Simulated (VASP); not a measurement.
OSZICAR of a VASP run on MgI₂ (1T layered):

File OSZICAR:
```
       N       E                     dE             d eps       ncg     rms          rms(c)
DAV:   1     0.782237018031E+02    0.78224E+02   -0.64255E+03   672   0.107E+03
DAV:   2    -0.322467505006E+01   -0.81448E+02   -0.74828E+02  1016   0.164E+02
DAV:   3    -0.797016198414E+01   -0.47455E+01   -0.47244E+01   856   0.462E+01
DAV:   4    -0.803528877326E+01   -0.65127E-01   -0.65106E-01   812   0.677E+00
DAV:   5    -0.803654337117E+01   -0.12546E-02   -0.12545E-02   840   0.913E-01    0.834E+00
DAV:   6    -0.792918707088E+01    0.10736E+00   -0.10517E-01   744   0.204E+00    0.487E+00
DAV:   7    -0.789857695740E+01    0.30610E-01   -0.12423E-01   764   0.212E+00    0.753E-01
DAV:   8    -0.789714064502E+01    0.14363E-02   -0.76140E-03   728   0.643E-01    0.216E-01
DAV:   9    -0.789705997211E+01    0.80673E-04   -0.57914E-04   796   0.170E-01    0.794E-02
DAV:  10    -0.789702844579E+01    0.31526E-04   -0.23878E-04   760   0.962E-02    0.305E-02
DAV:  11    -0.789702602738E+01    0.24184E-05   -0.15283E-05   760   0.293E-02    0.135E-02
DAV:  12    -0.789702598258E+01    0.44796E-07   -0.74986E-07   552   0.589E-03
   1 F= 0.48330728E+01 E0= 0.48330728E+01  d E =0.483307E+01
       N       E                     dE             d eps       ncg     rms          rms(c)
DAV:   1    -0.738388910656E+01    0.51314E+00   -0.45086E+01   760   0.399E+01    0.137E+01
DAV:   2    -0.558954302695E+01    0.17943E+01   -0.22897E+00   700   0.104E+01    0.441E+00
DAV:   3    -0.505174582076E+01    0.53780E+00   -0.11891E+00   720   0.597E+00    0.291E+00
DAV:   4    -0.503458826790E+01    0.17158E-01   -0.33809E-02   908   0.141E+00    0.146E+00
DAV:   5    -0.501663145322E+01    0.17957E-01   -0.50783E-02   768   0.123E+00    0.569E-01
DAV:   6    -0.501649368514E+01    0.13777E-03   -0.12356E-03   700   0.274E-01    0.432E-01
DAV:   7    -0.501643996362E+01    0.53722E-04   -0.18053E-04   784   0.859E-02    0.167E-01
DAV:   8    -0.501643712934E+01    0.28343E-05   -0.12947E-05   708   0.267E-02    0.157E-02
DAV:   9    -0.501643717117E+01   -0.41827E-07   -0.35508E-07   456   0.552E-03
   2 F= 0.52782447E+01 E0= 0.52782447E+01  d E =0.445172E+00
       N       E                     dE             d eps       ncg     rms          rms(c)
DAV:   1    -0.818188605154E+01   -0.31654E+01   -0.17808E+01   772   0.228E+01    0.588E+00
DAV:   2    -0.740738019205E+01    0.77451E+00   -0.13156E+00   696   0.744E+00    0.274E+00
DAV:   3    -0.719403351696E+01    0.21335E+00   -0.46925E-01   716   0.376E+00    0.216E+00
DAV:   4    -0.718521604684E+01    0.88175E-02   -0.14738E-02   924   0.830E-01    0.222E+00
DAV:   5    -0.718013918327E+01    0.50769E-02   -0.42382E-03   740   0.390E-01    0.494E-01
DAV:   6    -0.717977623110E+01    0.36295E-03   -0.69306E-04   788   0.160E-01    0.558E-02
DAV:   7    -0.717976635983E+01    0.98713E-05   -0.46526E-05   784   0.492E-02    0.200E-02
DAV:   8    -0.717976627027E+01    0.89553E-07   -0.38238E-06   740   0.127E-02
   3 F= 0.46719082E+01 E0= 0.46719082E+01  d E =-.161165E+00
       N       E                     dE             d eps       ncg     rms          rms(c)
DAV:   1    -0.714661741181E+01    0.33149E-01   -0.78634E-03   772   0.492E-01    0.134E-01
DAV:   2    -0.714627351610E+01    0.34390E-03   -0.52281E-04   688   0.150E-01    0.525E-02
DAV:   3    -0.714617988757E+01    0.93629E-04   -0.22845E-04   720   0.820E-02    0.379E-02
DAV:   4    -0.714617782088E+01    0.20667E-05   -0.47184E-06   808   0.169E-02    0.350E-02
DAV:   5    -0.714617498160E+01    0.28393E-05   -0.41972E-06   716   0.115E-02    0.179E-03
DAV:   6    -0.714617497445E+01    0.71507E-08   -0.13861E-07   344   0.311E-03
   4 F= 0.46716045E+01 E0= 0.46716045E+01  d E =-.161468E+00
       N       E                     dE             d eps       ncg     rms          rms(c)
DAV:   1    -0.712847223737E+01    0.17703E-01   -0.21761E-03   768   0.259E-01    0.704E-02
DAV:   2    -0.712837786146E+01    0.94376E-04   -0.14317E-04   684   0.786E-02    0.268E-02
DAV:   3    -0.712835211826E+01    0.25743E-04   -0.62591E-05   724   0.429E-02    0.205E-02
DAV:   4    -0.712835151969E+01    0.59857E-06   -0.10386E-06   512   0.878E-03
   5 F= 0.46716408E+01 E0= 0.46716408E+01  d E =-.161432E+00
       N       E                     dE             d eps       ncg     rms          rms(c)
DAV:   1    -0.710012503355E+01    0.28227E-01   -0.36309E-01   752   0.392E+00    0.275E-01
DAV:   2    -0.709994852959E+01    0.17650E-03   -0.15825E-02   784   0.925E-01    0.195E-01
DAV:   3    -0.709931462387E+01    0.63391E-03   -0.78492E-04   812   0.197E-01    0.113E-01
DAV:   4    -0.709918249493E+01    0.13213E-03   -0.34036E-04   788   0.115E-01    0.519E-02
DAV:   5    -0.709918280483E+01   -0.30989E-06   -0.24560E-05   760   0.343E-02    0.133E-02
DAV:   6    -0.709918260936E+01    0.19547E-06   -0.14607E-06   420   0.901E-03
   6 F= 0.46632770E+01 E0= 0.46632770E+01  d E =-.836384E-02
       N       E                     dE             d eps       ncg     rms          rms(c)
DAV:   1    -0.708461128063E+01    0.14572E-01   -0.61595E-02   752   0.161E+00    0.115E-01
DAV:   2    -0.708458692656E+01    0.24354E-04   -0.26773E-03   784   0.381E-01    0.826E-02
DAV:   3    -0.708448236184E+01    0.10456E-03   -0.12654E-04   812   0.797E-02    0.477E-02
DAV:   4    -0.708445894594E+01    0.23416E-04   -0.60633E-05   788   0.483E-02    0.214E-02
DAV:   5    -0.708445904247E+01   -0.96526E-07   -0.44893E-06   716   0.148E-02
   7 F= 0.46625049E+01 E0= 0.46625049E+01  d E =-.913591E-02
       N       E                     dE             d eps       ncg     rms          rms(c)
DAV:   1    -0.713191125130E+01   -0.47452E-01   -0.29722E-02   764   0.998E-01    0.201E-01
DAV:   2    -0.713110592444E+01    0.80533E-03   -0.14485E-03   748   0.268E-01    0.868E-02
DAV:   3    -0.713083924114E+01    0.26668E-03   -0.55546E-04   768   0.135E-01    0.474E-02
DAV:   4    -0.713082630232E+01    0.12939E-04   -0.26157E-05   768   0.350E-02    0.499E-02
DAV:   5    -0.713082152664E+01    0.47757E-05   -0.70867E-06   824   0.177E-02    0.368E-03
DAV:   6    -0.713082154602E+01   -0.19380E-07   -0.59527E-07   344   0.557E-03
   8 F= 0.46623452E+01 E0= 0.46623452E+01  d E =-.159677E-03
       N       E                     dE             d eps       ncg     rms          rms(c)
DAV:   1    -0.711370942456E+01    0.17112E-01   -0.41800E-03   768   0.375E-01    0.753E-02
DAV:   2    -0.711359536681E+01    0.11406E-03   -0.20452E-04   744   0.101E-01    0.325E-02
DAV:   3    -0.711355767228E+01    0.37695E-04   -0.79169E-05   764   0.510E-02    0.178E-02
DAV:   4    -0.711355592611E+01    0.17462E-05   -0.35835E-06   764   0.131E-02    0.185E-02
DAV:   5    -0.711355522767E+01    0.69844E-06   -0.90712E-07   376   0.676E-03
   9 F= 0.46622516E+01 E0= 0.46622516E+01  d E =-.253348E-03
       N       E                     dE             d eps       ncg     rms          rms(c)
DAV:   1    -0.710018975821E+01    0.13366E-01   -0.13544E-02   756   0.706E-01    0.962E-02
DAV:   2    -0.710002300888E+01    0.16675E-03   -0.56080E-04   748   0.173E-01    0.482E-02
DAV:   3    -0.709994227719E+01    0.80732E-04   -0.10189E-04   812   0.632E-02    0.167E-02
DAV:   4    -0.709993039634E+01    0.11881E-04   -0.30613E-05   804   0.337E-02    0.143E-02
DAV:   5    -0.709993021744E+01    0.17890E-06   -0.14619E-06   476   0.870E-03
  10 F= 0.46621261E+01 E0= 0.46621261E+01  d E =-.125463E-03
```

Which electronic solver shows in the log?

It is blocked Davidson (ALGO = Normal, or the opening steps of other solvers). The INCAR had ALGO = Normal.

Can the final energy be trusted as converged?

The run converged. It stopped with EDIFF = 1E-6, NELM = 100, NSW = 40 and EDIFFG = -0.02 after 10 ionic steps (LDA (Ceperley-Alder, Perdew-Zunger), plane waves, VASP's LDA PAW potentials (set 64)). Energy and stress use the plane-wave basis of the starting cell.

The compound is MgI2 in the 1T layered structure. This run relaxes it under an external pressure of 30 GPa. Symmetry was kept, so distortions that lower it aren't found.
